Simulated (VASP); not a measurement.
# BaIrO3: Ga into a neighbouring Ba vacancy

How hard is this move in BaIrO3: Ga into a neighbouring Ba vacancy? Both ends are relaxed first, then a band of images between them. The start is a cell from a database of measured crystal structures.

Method: LDA, no spin polarisation; plane waves and PAW (Ir, Ba_sv, O), in the first sound run; inputs show where later runs differ, in VASP 6.6.1.

## Step 1: The host crystal

It takes space group Pm-3m (No. 221, cubic). The conventional cell has a = 4.101 Å, b = 4.101 Å, c = 4.101 Å, α = 90.00°, β = 90.00°, γ = 90.00°. Nearest to Ir lie 6 O at 2.05 Å. Nearest to Ba lie 12 O at 2.90 Å. Nearest to O lie 2 Ir at 2.05 Å and 4 Ba at 2.90 Å. Farther neighbours and most contacts between anions are not listed.

## Step 2: Relax the host

The later steps need the crystal at this functional's own lattice; a raised cutoff keeps the stress reliable while the cell changes.

File INCAR:

```
SYSTEM = BaIrO3
PREC = Accurate
ENCUT = 520
EDIFF = 1E-06
NELM = 120
ISMEAR = 0
SIGMA = 0.1
LREAL = .FALSE.
ALGO = Normal
GGA = CA
NBANDS = 24
LORBIT = 11
LWAVE = .FALSE.
LCHARG = .FALSE.
KPAR = 3
IBRION = 2
NSW = 40
ISIF = 3
EDIFFG = -0.02
POTIM = 0.4
```

File POSCAR:

```
BaIrO3
1.0
    4.1009000000      0.0000000000      0.0000000000
    0.0000000000      4.1009000000      0.0000000000
    0.0000000000      0.0000000000      4.1009000000
Ir Ba O
1 1 3
Direct
    0.0000000000      0.0000000000      0.0000000000
    0.5000000000      0.5000000000      0.5000000000
    0.0000000000      0.0000000000      0.5000000000
    0.0000000000      0.5000000000      0.0000000000
    0.5000000000      0.0000000000      0.0000000000
```

File KPOINTS:

```
Automatic mesh
0
Gamma
5 5 5
0 0 0
```

Potentials, in the order of the species: Ir, Ba_sv and O (LDA family, release 64).

The run is started by

```
$ mpirun -np 3 vasp_std
```

The log of the run:

```text
[banner, memory and clock lines left out]
running    3 mpi-ranks, on    1 nodes
 distrk:  each k-point on    1 cores,    3 groups
 distr:  one band on    1 cores,    1 groups

 POSCAR found type information on POSCAR IrBaO
 POSCAR found :  3 types and       5 ions
 LDA part: xc-table for (Slater(with rela. corr.)+CA(PZ))
 , standard interpolation
 POSCAR, INCAR and KPOINTS ok, starting setup
 FFT: planning ... GRIDC
 FFT: planning ... GRID_SOFT
 FFT: planning ... GRID
 WAVECAR not read
 entering main loop
       N       E                     dE             d eps       ncg     rms          rms(c)
DAV:   1     0.317426564797E+03    0.31743E+03   -0.18307E+04   480   0.146E+03
DAV:   2    -0.171306980330E+02   -0.33456E+03   -0.32265E+03   568   0.365E+02
DAV:   3    -0.438930879535E+02   -0.26762E+02   -0.26163E+02   640   0.109E+02
DAV:   4    -0.449301967369E+02   -0.10371E+01   -0.10340E+01   688   0.195E+01
DAV:   5    -0.449584730548E+02   -0.28276E-01   -0.28273E-01   592   0.290E+00    0.310E+01
DAV:   6    -0.385316673136E+02    0.64268E+01   -0.41661E+01   664   0.537E+01    0.215E+01
DAV:   7    -0.376811022021E+02    0.85057E+00   -0.69350E+00   656   0.282E+01    0.971E+00
DAV:   8    -0.374635344963E+02    0.21757E+00   -0.83163E-01   760   0.105E+01    0.292E+00
DAV:   9    -0.374527198074E+02    0.10815E-01   -0.37027E-02   584   0.178E+00    0.875E-01
DAV:  10    -0.374482386922E+02    0.44811E-02   -0.15265E-02   696   0.147E+00    0.191E-01
DAV:  11    -0.374482331319E+02    0.55603E-05   -0.15898E-03   640   0.252E-01    0.609E-02
DAV:  12    -0.374481880362E+02    0.45096E-04   -0.15655E-04   656   0.953E-02    0.155E-02
DAV:  13    -0.374481869853E+02    0.10509E-05   -0.10148E-05   656   0.208E-02    0.755E-03
DAV:  14    -0.374481870379E+02   -0.52630E-07   -0.82332E-07   416   0.101E-02
   1 F= -.37448187E+02 E0= -.37433394E+02  d E =-.374482E+02
 curvature:   0.00 expect dE= 0.000E+00 dE for cont linesearch  0.000E+00
 trial: gam= 0.00000 g(F)=  0.000E+00 g(S)=  0.796E+00 ort = 0.000E+00 (trialstep = 0.100E+01)
 search vector abs. value=  0.796E+00
 bond charge predicted
       N       E                     dE             d eps       ncg     rms          rms(c)
DAV:   1    -0.416349028916E+02   -0.41867E+01   -0.11924E+02   504   0.979E+01    0.193E+01
DAV:   2    -0.380053280328E+02    0.36296E+01   -0.11119E+01   512   0.229E+01    0.806E+00
DAV:   3    -0.375781583329E+02    0.42717E+00   -0.13200E+00   688   0.112E+01    0.288E+00
DAV:   4    -0.375433539381E+02    0.34804E-01   -0.14027E-01   704   0.282E+00    0.114E+00
DAV:   5    -0.375461443357E+02   -0.27904E-02   -0.29587E-02   776   0.961E-01    0.329E-01
DAV:   6    -0.375472396381E+02   -0.10953E-02   -0.26415E-03   640   0.393E-01    0.113E-01
DAV:   7    -0.375473918329E+02   -0.15219E-03   -0.33054E-04   704   0.194E-01    0.265E-02
DAV:   8    -0.375473911105E+02    0.72235E-06   -0.42734E-05   608   0.496E-02    0.125E-02
DAV:   9    -0.375473913573E+02   -0.24671E-06   -0.33597E-06   624   0.108E-02
   2 F= -.37547391E+02 E0= -.37535975E+02  d E =-.992043E-01
 trial-energy change:   -0.099204  1 .order   -0.044497   -0.796286    0.707291
 step:   0.5827(harm=  0.5296)  dis= 0.00000  next Energy=   -37.690999 (dE=-0.243E+00)
 bond charge predicted
       N       E                     dE             d eps       ncg     rms          rms(c)
DAV:   1    -0.383809000485E+02   -0.83351E+00   -0.20280E+01   520   0.396E+01    0.709E+00
DAV:   2    -0.377827178775E+02    0.59818E+00   -0.18053E+00   504   0.916E+00    0.391E+00
DAV:   3    -0.377025121169E+02    0.80206E-01   -0.22264E-01   632   0.534E+00    0.195E+00
DAV:   4    -0.376949676168E+02    0.75445E-02   -0.33107E-02   720   0.152E+00    0.772E-01
DAV:   5    -0.376951764951E+02   -0.20888E-03   -0.66044E-03   760   0.487E-01    0.160E-01
DAV:   6    -0.376952885236E+02   -0.11203E-03   -0.61047E-04   568   0.166E-01    0.460E-02
DAV:   7    -0.376952847299E+02    0.37937E-05   -0.91645E-05   648   0.775E-02    0.127E-02
DAV:   8    -0.376952844413E+02    0.28854E-06   -0.53521E-06   608   0.188E-02
   3 F= -.37695284E+02 E0= -.37683225E+02  d E =-.247097E+00
 curvature:  -0.26 expect dE=-0.744E-05 dE for cont linesearch -0.744E-05
 trial: gam=-0.00594 g(F)=  0.169E-65 g(S)=  0.285E-04 ort = 0.476E-02 (trialstep = 0.917E+00)
 search vector abs. value=  0.112E-08
 reached required accuracy - stopping structural energy minimisation
```

It took 8.4 s on 3 MPI ranks of AMD EPYC 9R45, shared host; peak memory 0.44 GiB; 23 s of CPU time.

The logs omit lines about the potential files and the build; timing stands in the text.

OUTCAR, selected parts (step 2):

```text
ion  position               nearest neighbor table
   1  0.000  0.000  0.000-   3 2.05   4 2.05   5 2.05   3 2.05   4 2.05   5 2.05   2 3.55   2 3.55
                             2 3.55   2 3.55   2 3.55   2 3.55   2 3.55   2 3.55
   2  0.500  0.500  0.500-   3 2.90   4 2.90   5 2.90   4 2.90   5 2.90   3 2.90   5 2.90   5 2.90
                             3 2.90   4 2.90   4 2.90   3 2.90   1 3.55   1 3.55   1 3.55   1 3.55
   3  0.000  0.000  0.500-   1 2.05   1 2.05   2 2.90   2 2.90   2 2.90   2 2.90
   4  0.000  0.500  0.000-   1 2.05   1 2.05   2 2.90   2 2.90   2 2.90   2 2.90
   5  0.500  0.000  0.000-   1 2.05   1 2.05   2 2.90   2 2.90   2 2.90   2 2.90

  LATTYP: Found a simple cubic cell.
 ALAT       =     4.1009000000

 Subroutine GETGRP returns: Found 48 space group operations
 (whereof 48 operations were pure point group operations)

The static configuration has the point symmetry O_h .

 Found     10 irreducible k-points:

   k-points           NKPTS =     10   k-points in BZ     NKDIM =     10   number of bands    NBANDS=     24

   dimension x,y,z NGX =    30 NGY =   30 NGZ =   30
   dimension x,y,z NGXF=    60 NGYF=   60 NGZF=   60

   ENCUT  =  520.0 eV  38.22 Ry    6.18 a.u.   7.62  7.62  7.62*2*pi/ulx,y,z

   NELECT =      37.0000    total number of electrons

 k-points in reciprocal lattice and weights: Automatic mesh
   0.00000000  0.00000000  0.00000000       0.008
   0.20000000  0.00000000  0.00000000       0.048
   0.40000000  0.00000000  0.00000000       0.048
   0.20000000  0.20000000  0.00000000       0.096
   0.40000000  0.20000000  0.00000000       0.192
   0.40000000  0.40000000  0.00000000       0.096
   0.20000000  0.20000000  0.20000000       0.064
   0.40000000  0.20000000  0.20000000       0.192
   0.40000000  0.40000000  0.20000000       0.192
   0.40000000  0.40000000  0.40000000       0.064

 average (electrostatic) potential at core
       1 -54.6156       2 -32.1012       3 -71.2106       4 -71.2106       5 -71.2106

 E-fermi :   5.3000

 k-point     1 :       0.0000    0.0000    0.0000
  band No.  band energies     occupation
    ...
     17       2.9433      2.00000
     18       2.9433      2.00000
     19       2.9433      2.00000
     20       4.9022      2.00000
     21       4.9022      2.00000
     22       8.4806      0.00000
     23       8.4806      0.00000
     24       9.8683      0.00000

 k-point     2 :       0.2000    0.0000    0.0000
  band No.  band energies     occupation
    ...
     16       2.5073      2.00000
     17       2.5073      2.00000
     18       3.8499      2.00000
     19       3.8499      2.00000
     20       4.9072      2.00000
     21       6.4508      0.00000
     22       9.1781      0.00000
     23       9.2500      0.00000
     24      10.9120      0.00000

 k-point     3 :       0.4000    0.0000    0.0000
  band No.  band energies     occupation
    ...
     16       2.2598      2.00000
     17       2.2598      2.00000
     18       4.9135      2.00000
     19       5.0651      1.99911
     20       5.0651      1.99911
     21       7.5251      0.00000
     22      10.3374      0.00000
     23      10.7675      0.00000
     24      11.7501      0.00000

  Total       -0.0350683     -0.0350683     -0.0350683      0.0000000      0.0000000     -0.0000000
  in kB       -0.8826967     -0.8826967     -0.8826967      0.0000000      0.0000000     -0.0000000
  external PRESSURE =      -0.8826967 kB  Pullay stress =       0.0000000 kB

  energy-cutoff  :      520.00
  volume of cell :       63.65
      direct lattice vectors                 reciprocal lattice vectors
     3.992742202 -0.000000000 -0.000000000     0.250454437  0.000000000 -0.000000000
    -0.000000000  3.992742202 -0.000000000     0.000000000  0.250454437  0.000000000
     0.000000000 -0.000000000  3.992742202     0.000000000  0.000000000  0.250454437

 POSITION                                       TOTAL-FORCE (eV/Angst)
 -----------------------------------------------------------------------------------
      0.00000      0.00000      0.00000        -0.000000      0.000000      0.000000
      1.99637      1.99637      1.99637         0.000000     -0.000000      0.000000
      0.00000     -0.00000      1.99637        -0.000000     -0.000000      0.000000
     -0.00000      1.99637     -0.00000        -0.000000      0.000000      0.000000
      1.99637     -0.00000     -0.00000        -0.000000      0.000000      0.000000
 -----------------------------------------------------------------------------------
    total drift:                                0.000000     -0.000000      0.000000

  FREE ENERGIE OF THE ION-ELECTRON SYSTEM (eV)
  ---------------------------------------------------
  free  energy   TOTEN  =       -37.6952844413 eV

  energy  without entropy=      -37.6711646297  energy(sigma->0) =      -37.68322454

 reached required accuracy - stopping structural energy minimisation

 total charge
# of ion       s       p       d       tot
------------------------------------------
    1        0.581   0.809   6.891   8.281
    2        2.003   5.627   0.344   7.974
    3        1.536   3.455   0.000   4.991
    4        1.536   3.455   0.000   4.991
    5        1.536   3.455   0.000   4.991
--------------------------------------------------
tot          7.190  16.802   7.235  31.227

[... 3 further parts left out ...]
```

CONTCAR:

```
BaIrO3
   1.00000000000000
     3.9927422024572614   -0.0000000000000000   -0.0000000000000000
    -0.0000000000000000    3.9927422024572614   -0.0000000000000000
     0.0000000000000000   -0.0000000000000000    3.9927422024572614
  Ir              Ba              O
     1     1     3
Direct
     0.0000000000000000    0.0000000000000000    0.0000000000000000
     0.5000000000000000    0.5000000000000000    0.5000000000000000
     0.0000000000000000    0.0000000000000000    0.5000000000000000
     0.0000000000000000    0.5000000000000000    0.0000000000000000
     0.5000000000000000    0.0000000000000000    0.0000000000000000
```

This run has no spin polarisation, so a moment on Ir, if there is one, isn't seen. Its electron count is odd, so without a moment it is a metal by construction. The k-mesh is coarse for a metal. Harder data sets than Ba_sv exist (the GW ones), and pressures, volumes and forces can shift noticeably with them. The run keeps the 48 symmetry operations of its start, so it cannot find a distortion of lower symmetry.

Relaxation path:

| step | energy less that of the first step (eV) | largest force (eV/Å) | pressure (GPa) | volume (Å³) |
| --- | --- | --- | --- | --- |
| 1 | 0.0000 | 0.0000 | -13.62 | 68.97 |
| 2 | -0.0992 | 0.0000 | 13.90 | 60.02 |
| 3 | -0.2471 | 0.0000 | -0.09 | 63.65 |

| conventional cell, symmetrised | before | after | change |
| --- | --- | --- | --- |
| a (Å) | 4.101 | 3.993 | -2.6 % |
| b (Å) | 4.101 | 3.993 | -2.6 % |
| c (Å) | 4.101 | 3.993 | -2.6 % |
| volume (Å³/atom) | 13.79 | 12.73 | -7.7 % |

Final coordinates:

```xyz
5
Lattice="3.9927 0.0000 0.0000 0.0000 3.9927 0.0000 0.0000 0.0000 3.9927" Properties=species:S:1:pos:R:3 pbc="T T T"
Ir    0.0000    0.0000    0.0000
Ba    1.9964    1.9964    1.9964
O     0.0000    0.0000    1.9964
O     0.0000    1.9964    0.0000
O     1.9964    0.0000    0.0000
```

This step gave:

| Property | Result |
| --- | --- |
| electronic cycles | 31 |
| electrons | 37 |
| free energy (TOTEN) | -37.70 eV |
| energy at zero smearing | -37.68 eV |
| Fermi energy | 5.3 eV |
| labelled metallic, from the levels on this mesh | yes |

The run ended after 3 ionic steps, 0.247 eV below its first step, once forces and stress met EDIFFG = -0.02.

## Step 3: Relax the host again, on a new basis

The volume changed by more than 5 %, so the plane waves of the start no longer fit; a second relaxation removes that error.

INCAR, as its differences from that of step 2:

```diff
@@ -16,3 +16,3 @@
 IBRION = 2
-NSW = 40
+NSW = 30
 ISIF = 3
```

POSCAR, as its differences from that of step 2:

```diff
@@ -2,5 +2,5 @@
 1.0
-    4.1009000000      0.0000000000      0.0000000000
-    0.0000000000      4.1009000000      0.0000000000
-    0.0000000000      0.0000000000      4.1009000000
+    3.9927422025      0.0000000000      0.0000000000
+    0.0000000000      3.9927422025      0.0000000000
+    0.0000000000      0.0000000000      3.9927422025
 Ir Ba O
```

KPOINTS is that of step 2.

The run is started by

```
$ mpirun -np 3 vasp_std
```

The log of the run:

```text
[... set-up lines as in an earlier step ...]
 entering main loop
       N       E                     dE             d eps       ncg     rms          rms(c)
DAV:   1     0.336392061062E+03    0.33639E+03   -0.18431E+04   480   0.147E+03
DAV:   2    -0.166781830172E+02   -0.35307E+03   -0.34078E+03   592   0.378E+02
DAV:   3    -0.440782511982E+02   -0.27400E+02   -0.26673E+02   664   0.110E+02
DAV:   4    -0.450660098989E+02   -0.98776E+00   -0.98562E+00   720   0.183E+01
DAV:   5    -0.450846792947E+02   -0.18669E-01   -0.18669E-01   600   0.230E+00    0.370E+01
DAV:   6    -0.383428925866E+02    0.67418E+01   -0.39534E+01   664   0.538E+01    0.200E+01
DAV:   7    -0.378068794021E+02    0.53601E+00   -0.45112E+00   664   0.230E+01    0.120E+01
DAV:   8    -0.377004256873E+02    0.10645E+00   -0.54086E-01   752   0.776E+00    0.139E+00
DAV:   9    -0.376924109770E+02    0.80147E-02   -0.27289E-02   584   0.142E+00    0.511E-01
DAV:  10    -0.376894663451E+02    0.29446E-02   -0.12462E-02   728   0.107E+00    0.110E-01
DAV:  11    -0.376894533876E+02    0.12957E-04   -0.91502E-04   640   0.208E-01    0.435E-02
DAV:  12    -0.376894316281E+02    0.21759E-04   -0.12676E-04   648   0.944E-02    0.120E-02
DAV:  13    -0.376894320509E+02   -0.42282E-06   -0.40402E-06   576   0.167E-02
   1 F= -.37689432E+02 E0= -.37677374E+02  d E =-.376894E+02
 curvature:   0.00 expect dE= 0.000E+00 dE for cont linesearch  0.000E+00
 trial: gam= 0.00000 g(F)=  0.000E+00 g(S)=  0.196E-04 ort = 0.000E+00 (trialstep = 0.100E+01)
 search vector abs. value=  0.196E-04
 reached required accuracy - stopping structural energy minimisation
```

Run time: 3.8 s. Hardware: 3 MPI ranks; peak memory 0.39 GiB; 9.6 s of CPU time.

Parts of OUTCAR (step 3):

```text
  LATTYP: Found a simple cubic cell.
 ALAT       =     3.9927422025

The static configuration has the point symmetry O_h .

 Found     10 irreducible k-points:

   ENCUT  =  520.0 eV  38.22 Ry    6.18 a.u.   7.42  7.42  7.42*2*pi/ulx,y,z

   NELECT =      37.0000    total number of electrons

 E-fermi :   5.3005

 k-point     1 :       0.0000    0.0000    0.0000
  band No.  band energies     occupation
    ...
     17       2.9433      2.00000
     18       2.9433      2.00000
     19       2.9433      2.00000
     20       4.9029      2.00000
     21       4.9029      2.00000
     22       8.4808      0.00000
     23       8.4808      0.00000
     24       9.8686      0.00000

 k-point     2 :       0.2000    0.0000    0.0000
  band No.  band energies     occupation
    ...
     16       2.5075      2.00000
     17       2.5075      2.00000
     18       3.8503      2.00000
     19       3.8503      2.00000
     20       4.9079      2.00000
     21       6.4515      0.00000
     22       9.1784      0.00000
     23       9.2503      0.00000
     24      10.9124      0.00000

  Total       -0.0291045     -0.0291045     -0.0291045      0.0000000     -0.0000000      0.0000000
  in kB       -0.7325836     -0.7325836     -0.7325836      0.0000000     -0.0000000      0.0000000
  external PRESSURE =      -0.7325836 kB  Pullay stress =       0.0000000 kB

  energy-cutoff  :      520.00
  volume of cell :       63.65
      direct lattice vectors                 reciprocal lattice vectors
     3.992742203  0.000000000  0.000000000     0.250454437  0.000000000  0.000000000
     0.000000000  3.992742203  0.000000000     0.000000000  0.250454437  0.000000000
     0.000000000  0.000000000  3.992742203     0.000000000  0.000000000  0.250454437

 POSITION                                       TOTAL-FORCE (eV/Angst)
 -----------------------------------------------------------------------------------
      0.00000      0.00000      0.00000         0.000000      0.000000      0.000000
      1.99637      1.99637      1.99637         0.000000      0.000000      0.000000
      0.00000      0.00000      1.99637         0.000000      0.000000      0.000000
      0.00000      1.99637      0.00000         0.000000      0.000000      0.000000
      1.99637      0.00000      0.00000         0.000000      0.000000      0.000000
 -----------------------------------------------------------------------------------
    total drift:                                0.000000     -0.000000      0.000000

  FREE ENERGIE OF THE ION-ELECTRON SYSTEM (eV)
  ---------------------------------------------------
  free  energy   TOTEN  =       -37.6894320509 eV

  energy  without entropy=      -37.6653158727  energy(sigma->0) =      -37.67737396

 total charge
# of ion       s       p       d       tot
------------------------------------------
    1        0.581   0.809   6.891   8.280
    2        2.002   5.627   0.344   7.974
    3        1.537   3.455   0.000   4.992
    4        1.537   3.455   0.000   4.992
    5        1.537   3.455   0.000   4.992
--------------------------------------------------
tot          7.195  16.801   7.235  31.230

[... 5 parts as in an earlier step ...]

[... 6 further parts left out ...]
```

Little changed from the start: no atom moved by 0.005 Å and no cell edge by 0.1 %.

Numbers from this step:

* electronic cycles: 13
* free energy (TOTEN): -37.69 eV
* Fermi energy: 5.301 eV

The start already met the threshold, so nothing moved.

[end of part 1 of 5]

[Lines on the potential files, build, host, timing and source positions are cut from VASP's logs without a mark.]

[Logs are printed without paths, hosts, clocks, repeated set-up lines and the standing remarks that a program may print on its own settings, such as how far it seeks lower states.]

[Hosts, paths, dates, database ids (printed as entryN), source tags and the programs' standing remarks are cut or masked in the printed files.]

[Runs that stopped without an error message from VASP are left out.]
